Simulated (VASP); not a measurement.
Data:

```
Al2Cu
1.0
   -3.01154     3.01154     2.38744
    3.01154    -3.01154     2.38744
    3.01154     3.01154    -2.38744
Al Cu
4 2
Direct
  0.65810   0.15810   0.81621
  0.15810   0.34190   0.50000
  0.84190   0.65810   0.50000
  0.34190   0.84190   0.18379
  0.75000   0.75000   0.00000
  0.25000   0.25000   0.00000
```

All values below come from PBEsol GGA, VASP's PBE PAW potentials (set 64) (plane waves; VASP 6.6.1). Numerical set-up: 400 eV cut-off, 9×9×9 Γ-centred mesh, tetrahedra with Blöchl corrections, potentials Al Cu.

The cores are frozen, which limits the accuracy of field gradients.

Q: Give the principal components of the electric field gradient (V/Å²) and the asymmetry η at each nucleus.

A: 
```
atom   Vxx   Vyy    Vzz     η
----  ----  ----  -----  ----
Al1    5.5   2.5   -8.1  0.37
Al2    5.5   2.5   -8.1  0.37
Al3    5.5   2.5   -8.1  0.37
Al4    5.5   2.5   -8.1  0.37
Cu5   17.0  17.0  -34.0  0.00
Cu6   17.0  17.0  -34.0  0.00
```

The compound is Al2Cu in the sg140 structure. It was relaxed first.
